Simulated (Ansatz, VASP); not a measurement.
# Cross-check of ZnS (Wurtzite-2H) between VASP and Ansatz, part 2 of 2

Wanted: the spread between two codes on one cell, functional and k mesh. The structure shown is the start of the Ansatz relaxation below; VASP solves that cell, so the two are compared at the walk's first step.

VASP 6.6.1 and Ansatz 0.2.0.

So far. Step 3 (VASP: single point, PBE, start cell, pair 1): The run ends at a pressure of 3.02 GPa, with forces up to 0.0049 eV/Å.

## (6) VASP: single point, PBE, start cell, pair 2

Level of this step: PBE; plane waves and PAW (S, Zn) (VASP).

The same cell, functional and mesh now go to VASP, with its own data sets.

File INCAR:

```
SYSTEM = ZnS
PREC = Accurate
ENCUT = 400
EDIFF = 1E-06
NELM = 120
ISMEAR = 0
SIGMA = 0.01
LREAL = .FALSE.
ALGO = Normal
GGA = PE
NBANDS = 24
LORBIT = 11
LWAVE = .FALSE.
LCHARG = .FALSE.
ISIF = 2
LASPH = .TRUE.
GGA_COMPAT = .FALSE.
EFERMI = MIDGAP
KPAR = 2
```

File POSCAR:

```
ZnS
1.0
    3.8194860000      0.0000000000      0.0000000000
   -1.9097430000      3.3077720000      0.0000000000
    0.0000000000      0.0000000000      6.2631880000
S Zn
2 2
Direct
    0.3333332829      0.6666665659      0.3797621914
    0.6666667171      0.3333334341      0.8797623511
    0.3333332829      0.6666665659      0.0052377479
    0.6666667171      0.3333334341      0.5052377479
```

File KPOINTS:

```
Automatic mesh
0
Gamma
12 12 8
0 0 0
```

Potentials, in the order of the species: S and Zn (PBE family, release 64).

Started as:

```
$ mpirun -np 2 vasp_std
```

Numbers of over 12 decimals in the logs are rounded to 6 here.

Output:

```text
[... set-up lines as in an earlier step ...]
 entering main loop
       N       E                     dE             d eps       ncg     rms          rms(c)
DAV:   1     0.210535631425E+03    0.21054E+03   -0.14997E+04  4560   0.152E+03
DAV:   2     0.365217520657E+01   -0.20688E+03   -0.19994E+03  5000   0.322E+02
DAV:   3    -0.141998552178E+02   -0.17852E+02   -0.17774E+02  5656   0.100E+02
DAV:   4    -0.145304028260E+02   -0.33055E+00   -0.33037E+00  5416   0.143E+01
[...]
DAV:  12    -0.136817676115E+02    0.56365E-05   -0.16348E-05  5648   0.281E-02    0.741E-03
DAV:  13    -0.136817706633E+02   -0.30518E-05   -0.37986E-06  4880   0.118E-02    0.352E-03
DAV:  14    -0.136817708354E+02   -0.17201E-06   -0.32027E-07  4128   0.854E-03
   1 F= -.13681771E+02 E0= -.13681771E+02  d E =0.000000E+00
```

OUTCAR, selected parts (step 6):

```text
  Total        0.6771954      0.6771954      0.6954701      0.0000000      0.0000000      0.0000000
  in kB       13.7116152     13.7116160     14.0816348      0.0000000      0.0000000      0.0000000
  external PRESSURE =      13.8349553 kB  Pullay stress =       0.0000000 kB

 POSITION                                       TOTAL-FORCE (eV/Angst)
 -----------------------------------------------------------------------------------
     -0.00000      2.20518      2.37852        -0.000000      0.000000     -0.004474
      1.90974      1.10259      5.51012         0.000000     -0.000000     -0.004474
     -0.00000      2.20518      0.03280        -0.000000     -0.000000      0.004474
      1.90974      1.10259      3.16440        -0.000000      0.000000      0.004474
 -----------------------------------------------------------------------------------
    total drift:                               -0.000000     -0.000001     -0.000282

  FREE ENERGIE OF THE ION-ELECTRON SYSTEM (eV)
  ---------------------------------------------------
  free  energy   TOTEN  =       -13.6817708354 eV

  energy  without entropy=      -13.6817708354  energy(sigma->0) =      -13.68177084

[... 1 part as in an earlier step ...]

[... 2 further parts left out ...]
[key lines of the parts left out:]
E-fermi :   3.1852
```

The run ends at a pressure of 1.38 GPa, with forces up to 0.0045 eV/Å.

## (7) Comparison

The forces differ by 0.2 meV/Å r.m.s.; no other quantity is compared for this pair.

## (8) What the set-up changes

Further runs change the set-up of one program: Ansatz's method, potentials or start, or VASP's data sets, cutoff or form of LDA. The table gives that difference for each run.

| run | r.m.s. force difference (meV/Å) |
| --- | --- |
| as above | 0.2 |
| VASP with a cutoff of 500 eV (perhaps on Ansatz's relaxed cell) | 0.18 |

## (9) Ansatz: relaxation, PBE

The two programs are compared at the cell with which this relaxation starts, whose forces are those of its first step. The cell compared in this pair holds 72.67 Å³, against 79.13 Å³ for the pair before.

The structure compared here is the start of the Ansatz relaxation; VASP solves that cell, so the two are compared at the walk's first step.

File input.yaml:

```yaml
crystal:
  lattice:
    - [3.7088372747, 0.0, 0.0]
    - [-1.8544186373, 3.2119472984, 0.0]
    - [0.0, 0.0, 6.1002306367]
  atoms:
    - { symbol: S, position: [0.3333333333, 0.6666666667, 0.3792047639] }
    - { symbol: S, position: [0.6666666667, 0.3333333333, 0.8792047639] }
    - { symbol: Zn, position: [0.3333333333, 0.6666666667, 0.0057952361] }
    - { symbol: Zn, position: [0.6666666667, 0.3333333333, 0.5057952361] }
kpoints:
  mp_grid: { grid: [12, 12, 8] }
hamiltonian:
  xc: pbe
  pseudopotentials: { kind: paw, azcp: { folder: soft_1 } }
scf:
  occupations: { method: fixed }
output:
  forces: true
  stress: true
  eigenvalues: true
relax:
  adjacent_minimum: "off"
  f_tol: 0.001
  max_steps: 60
  cell: { stress_tol: 0.01, fix: [volume] }
```

Started as:

```
$ ansatz run input.yaml --threads 8 --pin off --max-ram 16384MiB --backend cpu --events-out ev --progress --plain --runs-dir out
```

Output:

```text
[...]
Crystal: 4 atoms, lattice volume = 72.670 Å³
Basis set: ecut = 420 eV, 1401 PW (Γ), exchange–correlation on 50×50×90 points (8 copies of the dense FFT grid, shifted against one another)
Bands: 22, of which v1, the nominal top of the filled ones, is band 18 counted from 1 (17 counted from 0)
Symmetry: 12 space group operations
[...]
k-points: 95 of 1152 (time reversal used)
[...]
--- Relaxed structure (5 steps of the walk, 5 accepted, 1 SCFs on fresh bases) ---
[...]
cell:  # Å, volume = 72.6695 Å³
    - [3.707436, -2.8856609794362695e-11, 0]
    - [-1.853718, 3.210734, 0]
    - [0, 0, 6.104843]
  atoms:
    - { symbol: S, position: [0.333333, 0.666667, 0.379024] }
    - { symbol: S, position: [0.666667, 0.333333, 0.879024] }
    - { symbol: Zn, position: [0.333333, 0.666667, 0.00597558] }
    - { symbol: Zn, position: [0.666667, 0.333333, 0.505976] }
[key lines of the parts left out:]
SCF converged after 6 iterations
Free energy (F): -8445.250464 eV
Fermi energy:    6.918314 eV
P = ⅓ Tr σ = 9.1870 GPa (91.870 kbar)
```

## (10) VASP: single point, PBE, start cell, pair 3

The same cell, functional and mesh now go to VASP, with its own data sets.

INCAR is that of step 6.

File POSCAR:

```
ZnS
1.0
    3.7088370000      0.0000000000      0.0000000000
   -1.8544190000      3.2119470000      0.0000000000
    0.0000000000      0.0000000000      6.1002310000
S Zn
2 2
Direct
    0.3333334232      0.6666666667      0.3792048203
    0.6666668464      0.3333333333      0.8792047383
    0.3333334232      0.6666666667      0.0057951904
    0.6666668464      0.3333333333      0.5057952723
```

KPOINTS is that of step 6.

Started as:

```
$ mpirun -np 2 vasp_std
```

Output:

```text
[... set-up lines as in an earlier step ...]
 entering main loop
       N       E                     dE             d eps       ncg     rms          rms(c)
DAV:   1     0.215764224129E+03    0.21576E+03   -0.15070E+04  4560   0.156E+03
DAV:   2     0.382269548545E+01   -0.21194E+03   -0.20484E+03  5016   0.329E+02
DAV:   3    -0.140053269863E+02   -0.17828E+02   -0.17751E+02  5616   0.102E+02
DAV:   4    -0.143382503984E+02   -0.33292E+00   -0.33277E+00  5456   0.145E+01
[...]
DAV:  12    -0.134703914121E+02    0.75041E-05   -0.34964E-05  7032   0.103E-01    0.837E-03
DAV:  13    -0.134703951405E+02   -0.37284E-05   -0.73103E-06  5240   0.275E-02    0.379E-03
DAV:  14    -0.134703953374E+02   -0.19692E-06   -0.12390E-06  4168   0.227E-02
   1 F= -.13470395E+02 E0= -.13470395E+02  d E =0.000000E+00
```

Parts of OUTCAR (step 10):

```text
  Total        4.1327697      4.1327695      4.1632432     -0.0000006      0.0000000      0.0000000
  in kB       91.1169948     91.1169914     91.7888568     -0.0000142      0.0000000      0.0000000
  external PRESSURE =      91.3409477 kB  Pullay stress =       0.0000000 kB

 POSITION                                       TOTAL-FORCE (eV/Angst)
 -----------------------------------------------------------------------------------
     -0.00000      2.14130      2.31324        -0.000000      0.000000     -0.005419
      1.85442      1.07065      5.36335         0.000000     -0.000000     -0.005419
     -0.00000      2.14130      0.03535        -0.000000     -0.000000      0.005419
      1.85442      1.07065      3.08547        -0.000000      0.000000      0.005419
 -----------------------------------------------------------------------------------
    total drift:                               -0.000344      0.000029      0.000388

  FREE ENERGIE OF THE ION-ELECTRON SYSTEM (eV)
  ---------------------------------------------------
  free  energy   TOTEN  =       -13.4703953374 eV

  energy  without entropy=      -13.4703953374  energy(sigma->0) =      -13.47039534

[... 1 part as in an earlier step ...]

[... 2 further parts left out ...]
[key lines of the parts left out:]
E-fermi :   4.2177
```

The run ends at a pressure of 9.13 GPa, with forces up to 0.0054 eV/Å.

## (11) Differences

The forces differ by 0.16 meV/Å r.m.s.; no other quantity is compared for this pair.

## (12) What came out

| Item | Value |
| --- | --- |
| r.m.s. force difference (single point, PBE, start cell, pair 1) | 0.15 meV/Å |
| r.m.s. force difference (single point, PBE, start cell, pair 2) | 0.2 meV/Å |
| r.m.s. force difference (single point, PBE, start cell, pair 3) | 0.16 meV/Å |

What this shows: The r.m.s. force difference is 0.2 meV/Å (single point, PBE, start cell, pair 2), within the 12 meV/Å picked in this series as the mark of a large difference. 4 further runs of this series are not shown here. How closely two codes agree says nothing of how well the functional describes the real material.

[Lines on the potential files, build, host, timing and source positions are cut from VASP's logs without a mark.]

[Logs are printed without paths, hosts, clocks, repeated set-up lines and the standing remarks that a program may print on its own settings, such as how far it seeks lower states.]

[Hosts, paths, dates, database ids (printed as entryN), source tags and the programs' standing remarks are cut or masked in the printed files.]

[Rows of further runs with another cutoff or data set may stand on the cell that Ansatz relaxed, not on the start cell of the pair above them.]
